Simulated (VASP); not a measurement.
Data:

```
LaNi2P2
1.0
   -1.99854     1.99854     4.81757
    1.99854    -1.99854     4.81757
    1.99854     1.99854    -4.81757
La Ni P
1 2 2
Direct
  0.00000   0.00000   0.00000
  0.25000   0.75000   0.50000
  0.75000   0.25000   0.50000
  0.63434   0.63434   0.00000
  0.36566   0.36566   0.00000
```

All values below come from PBEsol GGA, VASP's PBE PAW potentials (set 64) (plane waves; VASP). Numerical set-up: 300 eV cut-off, 8×8×8 Γ-centred mesh, Fermi-Dirac smearing of 0.10 eV, potentials La Ni P.

At this cut-off the stress carries a Pulay error, which pulls relaxed volumes low.

Question: Give the force on each atom (eV/Å).

Answer: 
```tsv
atom	Fx	Fy	Fz
La1	0.000	0.000	0.000
Ni2	0.000	0.000	0.000
Ni3	0.000	0.000	0.000
P4	0.000	0.000	-0.122
P5	0.000	0.000	0.122
```

Question: Give the stress tensor in GPa (positive for a compressed cell).

Answer: 
```
-3.94   0.00   0.00
 0.00  -3.94   0.00
 0.00   0.00  -3.09
```
The pressure is its mean diagonal, -3.66 GPa.

The structure comes from a computed database's LaNi2P2 entry (I4/mmm); how it stands against other phases isn't given here. The cell was not relaxed at this level. The run is not spin-polarised, so no magnetic state was tried. The electron count is odd and the run is not spin-polarised, which forces a metal.
